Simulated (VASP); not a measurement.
These are PBEsol GGA, VASP's PBE PAW potentials (set 64) (plane waves; VASP) values and carry that method's errors.

The input files of a VASP run:

POSCAR:
```
HfC
1
   -0.0000000000     2.3029435902     2.3029435902
    2.3029435902     0.0000000000     2.3029435902
    2.3029435902     2.3029435902     0.0000000000
Hf C
1 1
Direct
  0.0000000000   0.0000000000   0.0000000000
  0.5000000000   0.5000000000   0.5000000000
```

**KPOINTS**
```
Automatic mesh
0
gamma
 12 12 12
0 0 0
```

INCAR:
```
SYSTEM  =  HfC
EDIFF  =  1E-6   # SCF stop (eV)
NELM  =  100
LMAXMIX  =  6
EDIFFG  =  -0.01   # ionic stop
IBRION  =  2   # conjugate gradients
NSW  =  60   # most ionic steps
LCHARG  =  F
GGA  =  PS   # PBEsol
ISIF  =  3
ALGO  =  Normal   # blocked Davidson
LASPH  =  T
PREC  =  Accurate
ISMEAR  =  1   # Methfessel-Paxton
LWAVE  =  F
SIGMA  =  0.1   # width (eV)
LREAL  =  F   # projection in real space or not
ENCUT  =  520   # plane-wave cut-off (eV)
```

POTCAR, in this order: Hf_pv C (PBE.64 set). Program: vasp_std.

Output of the run:

**OSZICAR**
```
       N       E                     dE             d eps       ncg     rms          rms(c)
DAV:   1     0.236750068266E+02    0.23675E+02   -0.79111E+03  1584   0.123E+03
DAV:   2    -0.233736113795E+02   -0.47049E+02   -0.44442E+02  2029   0.216E+02
DAV:   3    -0.250609267440E+02   -0.16873E+01   -0.16776E+01  2011   0.320E+01
DAV:   4    -0.250745885376E+02   -0.13662E-01   -0.13650E-01  1898   0.305E+00
DAV:   5    -0.250747773849E+02   -0.18885E-03   -0.18883E-03  2080   0.278E-01    0.612E+01
DAV:   6    -0.222804927815E+02    0.27943E+01   -0.17816E+01  1769   0.219E+01    0.428E+01
DAV:   7    -0.222112522006E+02    0.69241E-01   -0.59630E-01  1827   0.590E+00    0.239E+01
DAV:   8    -0.222002392500E+02    0.11013E-01   -0.45614E-02  1749   0.207E+00    0.468E+00
DAV:   9    -0.221957569128E+02    0.44823E-02   -0.21904E-02  1761   0.898E-01    0.189E+00
DAV:  10    -0.221954908432E+02    0.26607E-03   -0.95112E-04  1875   0.261E-01    0.260E-01
DAV:  11    -0.221954841961E+02    0.66471E-05   -0.11696E-04  1833   0.821E-02    0.387E-02
DAV:  12    -0.221954824933E+02    0.17028E-05   -0.40770E-06  1806   0.188E-02    0.451E-02
DAV:  13    -0.221954822078E+02    0.28554E-06   -0.20442E-07   888   0.490E-03
   1 F= -.22195482E+02 E0= -.22195440E+02  d E =-.221955E+02
```

File OUTCAR:
```
------------------------ aborting loop because EDIFF is reached ----------------------------------------
  FORCE on cell =-STRESS in cart. coord.  units (eV):
  Direction    XX          YY          ZZ          XY          YZ          ZX
  --------------------------------------------------------------------------------------
  Total       -0.0098905     -0.0098905     -0.0098905     -0.0000000     -0.0000000     -0.0000000
  in kB       -0.6487053     -0.6487053     -0.6487053     -0.0000000     -0.0000000     -0.0000000
  external PRESSURE =      -0.6487053 kB  Pullay stress =       0.0000000 kB
  volume of cell :       24.43
      direct lattice vectors                 reciprocal lattice vectors
     0.000000000  2.302943590  2.302943590    -0.217113438  0.217113438  0.217113438
     2.302943590  0.000000000  2.302943590     0.217113438 -0.217113438  0.217113438
     2.302943590  2.302943590  0.000000000     0.217113438  0.217113438 -0.217113438
 POSITION                                       TOTAL-FORCE (eV/Angst)
 -----------------------------------------------------------------------------------
      0.00000      0.00000      0.00000         0.000000      0.000000      0.000000
      2.30294      2.30294      2.30294        -0.000000     -0.000000     -0.000000
 -----------------------------------------------------------------------------------
    total drift:                                0.000000     -0.000000     -0.000000
  FREE ENERGIE OF THE ION-ELECTRON SYSTEM (eV)
  ---------------------------------------------------
  free  energy   TOTEN  =       -22.1954822078 eV

  energy  without entropy=      -22.1953555867  energy(sigma->0) =      -22.19544000

 reached required accuracy - stopping structural energy minimisation
```
(Selected blocks of OUTCAR.)

The compound is HfC in the rock salt structure. It was relaxed first. The start is the result of an earlier pass.
